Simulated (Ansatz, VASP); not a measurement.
# Zr (Zirconium) in two plane-wave programs

Aim: how closely do two programs agree when they are given the same cell, functional and k mesh? The structure shown comes from an earlier Ansatz run, which isn't shown and may have moved the atoms alone.

Method: plane waves, with VASP 6.6.1 beside it; elastic constants at LDA, in Ansatz 0.2.0.

### 1. Starting point

Symmetry: P6_3/mmc, No. 194, hexagonal system. Conventional cell: a = 3.147 Å, b = 3.147 Å, c = 5.079 Å, α = 90.00°, β = 90.00°, γ = 120.00°. Nearest to Zr lie 12 Zr at 3.12 to 3.15 Å.

### 2. Ansatz: elastic constants, LDA

Ansatz runs on its default PAW (the set named soft_2) files.

Elastic constants are differences of stresses under small strains, so they test the stress and the mesh.

Input file input.yaml:

```yaml
crystal:
  lattice:
    - [3.1472510381, 0.0, 0.0]
    - [-1.573625519, 2.725599351, 0.0]
    - [0.0, 0.0, 5.0792059153]
  atoms:
    - { symbol: Zr, position: [0.3333333333, 0.6666666667, 0.25] }
    - { symbol: Zr, position: [0.6666666667, 0.3333333333, 0.75] }
kpoints:
  mp_grid: { grid: [18, 18, 10] }
hamiltonian:
  xc: lda
scf:
  occupations: { method: gaussian, width: 0.1 }
output:
  forces: true
  stress: true
  eigenvalues: true
elastic:
  mode: relaxed_ion
  stencil: two_point
```

Command:

```bash
ansatz run input.yaml --threads 4 --pin off --max-ram 8192MiB --backend cpu --events-out ev --progress --plain --runs-dir out
```

Numbers of over 12 decimals in the logs are rounded to 6 here.

The log of the run:

```text
Engine: ansatz 0.2.0, aarch64-unknown-linux-gnu
Pseudopotentials: kind: paw
Pseudopotential: Zr, paw, valence charge 12, recommended cutoff 420 eV (normal), Zr.paw.azcp
Functional definition: SPW92
  exchange = slater_x
  correlation = pw_c
Crystal: 2 atoms, lattice volume = 43.570 Å³
Basis set: ecut = 420 eV, 845 PW (Γ)
Bands: 16, of which v1, the nominal top of the filled ones, is band 12 counted from 1 (11 counted from 0)
Symmetry: 24 space group operations
Space group: P63/mmc (ITA 194), of the structure as read, at distance tolerance 3.5e-5 Å
k-points: 222 of 3240
Non-local potential: Zr, projectors of the file, l = 0: 3, l = 1: 2, l = 2: 2, l = 3: 2
PAW form: soft (Blöchl's): semilocal exchange-correlation on the pseudo side does not see the compensation charge
PAW frozen core: Zr, regenerated for the run's functional, and the local potential with it (the file was generated under x = pbe(κ = 0.804, μ = 0.219515), c = pbe(β = 0.066725))
PAW one-centre angular grid: Zr, 590 points (default); XC on 64 Gauss nodes
Initial density: superposition of atomic densities (neutral atoms: chi_scale 0, normalization atom), corrected by the library's trained network
Initial wavefunctions: pseudopotential atomic-orbital guess
Functional: x = slater, c = lda
SCF iter   1: F=—  HF=-8154.932357 eV  |F-HF|=—  |Δ(HF+E_count)|=         —  Δρ=5.68e-3  dr2=3.83e-3  ethr=1.77e-3  ⟨swp⟩=4.8  Hψ=15129  notcnv=0
preconditioner: auto → none  [metal: Δε(μ)=0.006 eV  Ē_g=3.299 eV  σ=0.100 eV  W_gap=0.03  n_scr=8 (ndim 8)  ℏωp=15.9 eV  f_vac=0.000  D(μ)=2.24/eV (n_scr^D=22)  sad-step TF]
SCF iter   2: F=—  HF=-8154.931425 eV  |F-HF|=—  |Δ(HF+E_count)|=   9.32e-4  Δρ=3.23e-3  dr2=1.35e-3  ethr=1.60e-5  ⟨swp⟩=2.1  Hψ=7053  notcnv=0
SCF iter   3: F=—  HF=-8154.931528 eV  |F-HF|=—  |Δ(HF+E_count)|=   1.03e-4  Δρ=4.90e-4  dr2=6.31e-5  ethr=5.61e-6  ⟨swp⟩=2.1  Hψ=6119  notcnv=0
SCF iter   4: F=—  HF=-8154.931502 eV  |F-HF|=—  |Δ(HF+E_count)|=   2.56e-5  Δρ=1.39e-4  dr2=3.50e-6  ethr=2.63e-7  ⟨swp⟩=2.1  Hψ=5558  notcnv=0
SCF iter   5: F=—  HF=-8154.931502 eV  |F-HF|=—  |Δ(HF+E_count)|=   2.14e-7  Δρ=2.85e-5  dr2=1.90e-7  ethr=1.46e-8  ⟨swp⟩=2.0  Hψ=5724  notcnv=0
SCF iter   6: F=—  HF=-8154.931502 eV  |F-HF|=—  |Δ(HF+E_count)|=   2.83e-7  Δρ=6.27e-6  dr2=8.23e-9  ethr=7.91e-10  ⟨swp⟩=2.1  Hψ=6132  notcnv=0
SCF iter   7: F=—  HF=-8154.931502 eV  |F-HF|=—  |Δ(HF+E_count)|=   3.55e-9  Δρ=1.27e-6  dr2=3.31e-10  ethr=3.43e-11  ⟨swp⟩=2.2  Hψ=5862  notcnv=0
SCF iter   8: F=—  HF=-8154.931502 eV  |F-HF|=—  |Δ(HF+E_count)|=  1.49e-10  Δρ=6.48e-8  dr2=5.58e-13  ethr=1.38e-12  ⟨swp⟩=2.0  Hψ=6119  notcnv=0
SCF iter   9: F=-8154.931502 eV  HF=-8154.931502 eV  |F-HF|=1.82e-12  |Δ(HF+E_count)|=  1.82e-12  Δρ=5.75e-9  dr2=3.43e-15  ethr=1.00e-12  ⟨swp⟩=4.1  Hψ=11716  notcnv=0
SCF 1 converged in 9 iterations: F = -8154.931502 eV  dr2 = 3.43e-15
  greatest PAW one-centre occupation: 0.998 electrons in one spin orbital (limit 2), on the Zr atom at site 1 (counted from 0), in its partial waves of l = 0
Crystal: 2 atoms, lattice volume = 43.483 Å³
Symmetry: 8 space group operations
k-points: 546 of 3240
Initial density: handed on by an earlier stage of this run
Initial wavefunctions: pseudopotential atomic-orbital guess (no wavefunctions were taken with the density)
iter 1 solved again at ethr=1.38e-5 eV; its pass at ethr=3.10e-3 eV (dr2=3.31e-3 eV) is discarded
[...]
preconditioner: auto → none  [metal: Δε(μ)=0.002 eV  Ē_g=3.314 eV  σ=0.100 eV  W_gap=0.01  n_scr=8 (ndim 8)  ℏωp=15.9 eV  f_vac=0.000  D(μ)=2.23/eV (n_scr^D=22)]
[...]
SCF 2 converged in 8 iterations: F = -8154.931424 eV  dr2 = 9.60e-15
[...]
SCF 13 converged in 6 iterations: F = -8154.931492 eV  dr2 = 2.60e-18
[...]
SCF 14 converged in 9 iterations: F = -8154.931492 eV  dr2 = 7.34e-15
relax step   1: F+E_penalty+E_count = -8154.93149250 eV  Δ(F+E_penalty+E_count) = +0.000e0 eV  max|allowed force component| = 1.664e-5 eV/Å  Δτ_max = 0.0000 Å  (9 SCF iters, accepted)
[...]
SCF iter   1: F=—  HF=-8154.931492 eV  |F-HF|=—  |Δ(HF+E_count)|=         —  Δρ=4.19e-9  dr2=7.34e-15  ethr=1.00e-12  ⟨swp⟩=1.1  Hψ=75974  notcnv=0
iter 2 did not close the SCF: its close was put off for the readings that it lacked (scf_convergence_deferred on its scf_iter line)
SCF iter   2: F=-8154.931492 eV  HF=-8154.931492 eV  |F-HF|=5.46e-12  |Δ(HF+E_count)|=  2.73e-12  Δρ=1.00e-9  dr2=5.33e-16  ethr=4.17e-16 (applied; sched 1.00e-12)  ⟨swp⟩=2.0  Hψ=24255  notcnv=0
iter 3 did not close the SCF: its close was put off for the readings that it lacked (scf_convergence_deferred on its scf_iter line)
SCF iter   3: F=-8154.931492 eV  HF=-8154.931492 eV  |F-HF|=0.00e0  |Δ(HF+E_count)|=    0.00e0  Δρ=6.11e-10  dr2=6.40e-16  ethr=4.17e-16 (applied; sched 1.00e-12)  ⟨swp⟩=1.0  Hψ=13856  notcnv=0
iter 4 did not close the SCF: its close was put off for the readings that it lacked (scf_convergence_deferred on its scf_iter line)
SCF iter   4: F=-8154.931492 eV  HF=-8154.931492 eV  |F-HF|=1.82e-12  |Δ(HF+E_count)|=  5.46e-12  Δρ=2.81e-10  dr2=1.86e-17  ethr=4.17e-16 (applied; sched 1.00e-12)  ⟨swp⟩=1.0  Hψ=13856  notcnv=0
iter 5 did not close the SCF: its close was put off for the readings that it lacked (scf_convergence_deferred on its scf_iter line)
SCF iter   5: F=-8154.931492 eV  HF=-8154.931492 eV  |F-HF|=2.73e-12  |Δ(HF+E_count)|=  6.37e-12  Δρ=5.55e-11  dr2=4.61e-18  ethr=4.17e-16 (applied; sched 1.00e-12)  ⟨swp⟩=1.0  Hψ=13856  notcnv=0
SCF iter   6: F=-8154.931492 eV  HF=-8154.931492 eV  |F-HF|=3.64e-12  |Δ(HF+E_count)|=  2.73e-12  Δρ=6.07e-12  dr2=1.47e-20  ethr=1.00e-12  ⟨swp⟩=1.0  Hψ=31183  notcnv=0
SCF 15 converged in 6 iterations: F = -8154.931492 eV  dr2 = 1.47e-20
SCF converged after 9 iterations
Free energy (F): -8154.931502 eV
Harris-Foulkes:  -8154.931502 eV  (|F-HF|=1.82e-12)
Internal energy: -8154.920290 eV  (E = F + TS)
E sigma→0 (E₀):  -8154.925896 eV
Entropy (-TS):   -0.011212 eV (-5.606 meV/atom)
Fermi energy:    14.842477 eV
--- Per-component energies (eV) ---
  E_band       = -170.607596
  E_kinetic    = 669.598148
  E_local      = -1201.049041  (includes V_loc(G=0)·N_el)
  E_nonlocal   = 170.257296
  E_hartree    = 370.388198
  E_xc         = -321.620497
  E_vxc        = -382.108789  (∫ρ·V_xc dr)
  E_paw        = -5698.997485  (= ΣΔE_a)
  E_vpaw       = -168.081651  (= ΣTr[D̂ρ^β])
  E_aug_tail   = 0.000047  (compensation charges beyond the density's cutoff)
  E_ewald      = -2144.237759
  E_core_change = 0.740802  (= ΣΔE_core)
  E_smearing   = -0.011212  (= −TS)
  E_closure    = -0.000000  (closes the sum)
  Σ components = -8154.931502   (vs F -8154.931502, Δ=0.00e0)
--- Forces (eV/Å), atoms counted from 1 ---
  atom   1  Zr     0.00000000    -0.00000000     0.00000000
  atom   2  Zr    -0.00000000     0.00000000     0.00000000
  max |Σ_I F_I| component: 2.78e-17 eV/Å
--- Stress (GPa, compression-positive) ---
       -0.010292       0.000000       0.000000
        0.000000      -0.010292       0.000000
        0.000000       0.000000       0.000131
  P = ⅓ Tr σ = -0.0068 GPa (-0.068 kbar)
--- Band table (eV; the first three rows and the last of 222) ---
  k-point 0: bands = [... 8 lower, 9.0852, 11.6145, 15.7020, 15.7020, 15.7316, 16.2474, 16.4264, 16.4264]
  k-point 1: bands = [... 8 lower, 9.1748, 11.6169, 15.6571, 15.6571, 15.6647, 16.0701, 16.3609, 16.3609]
  k-point 2: bands = [... 8 lower, 9.4348, 11.6037, 15.4804, 15.5728, 15.5728, 15.6391, 16.1926, 16.1926]
  k-point 221: bands = [... 8 lower, 13.2536, 13.2536, 13.5081, 13.5081, 14.9069, 14.9069, 16.9189, 16.9189]
--- Elastic constants: 3 strain directions × 2 members + reference (group order 24) ---
  dense FFT box of the reference and of every strained cell: 24×24×36
  strains applied: 11, 33, 23; error gains: componentwise 1.00 (the most a stress slope's error grows in a printed constant), spectral 1.41 (1 for all six strains in a standard setting)
  C = ∂σ_k/∂η_j (tension-positive GPa; Voigt order 11 22 33 23 13 12):
       136.589     77.842     81.918      0.000      0.000      0.000
        77.842    136.589     81.918      0.000      0.000     -0.000
        81.926     81.926    173.389      0.000      0.000     -0.000
         0.000      0.000      0.000     16.622     -0.000      0.000
         0.000      0.000      0.000     -0.000     16.622      0.000
         0.000     -0.000     -0.000      0.000      0.000     29.373
  reference stress σ⁰ (GPa):      0.010      0.010     -0.000     -0.000     -0.000     -0.000
  C* (energy form; C + prestress term) asymmetry max|C*_kj − C*_jk| = 2.588e-3 GPa — a small one proves nothing (zero by symmetry where the batch's group is 432, −43m or m−3m); a large one is finite-difference/SCF noise where every solve meets its electron count
  moduli (Voigt/Reuss/Hill, GPa): K = 103.33/101.74/102.53   G = 26.18/23.31/24.75   E = 68.71   ν = 0.388
  mechanically stable: yes (min eigenvalue of sym C = 16.62 GPa)
  strain η (Voigt 11):  stress-route row diagonal C_11 = 136.59 GPa, energy-path curvature d²(F+E_count+ΔE)/dδ²/Ω₀ = 136.63 GPa
         δ    σ_11 (GPa)             F (eV)   n_scf  n_hpsi   n_pw
    -2.000e-3      -0.2617       -8154.9314333       6  116665    870   relax 3 steps, max|allowed force component| 6.06e-6 eV/Å
     2.000e-3       0.2846       -8154.9314211       6  116644    870   relax 3 steps, max|allowed force component| 8.06e-7 eV/Å
  strain η (Voigt 33):  stress-route row diagonal C_33 = 173.39 GPa, energy-path curvature d²(F+E_count+ΔE)/dδ²/Ω₀ = 173.39 GPa
         δ    σ_33 (GPa)             F (eV)   n_scf  n_hpsi   n_pw
    -2.000e-3      -0.3497       -8154.9314069       6   57473    870   relax 0 steps, max|allowed force component| 1.39e-17 eV/Å
     2.000e-3       0.3438       -8154.9314085       4   48138    870   relax 0 steps, max|allowed force component| 7.40e-17 eV/Å
  strain η (Voigt 23):  stress-route row diagonal C_44 = 16.62 GPa, energy-path curvature d²(F+E_count+ΔE)/dδ²/Ω₀ = 16.62 GPa
         δ    σ_23 (GPa)             F (eV)   n_scf  n_hpsi   n_pw
    -2.000e-3      -0.0332       -8154.9314925       6  185283    870   relax 1 steps, max|allowed force component| 1.66e-5 eV/Å
     2.000e-3       0.0332       -8154.9314925       6  185254    870   relax 1 steps, max|allowed force component| 1.66e-5 eV/Å
```

[end of part 1 of 2]

[Lines on the potential files, build, host, timing and source positions are cut from VASP's logs without a mark.]

[Logs are printed without paths, hosts, clocks, repeated set-up lines and the standing remarks that a program may print on its own settings, such as how far it seeks lower states.]

[Hosts, paths, dates, database ids (printed as entryN), source tags and the programs' standing remarks are cut or masked in the printed files.]
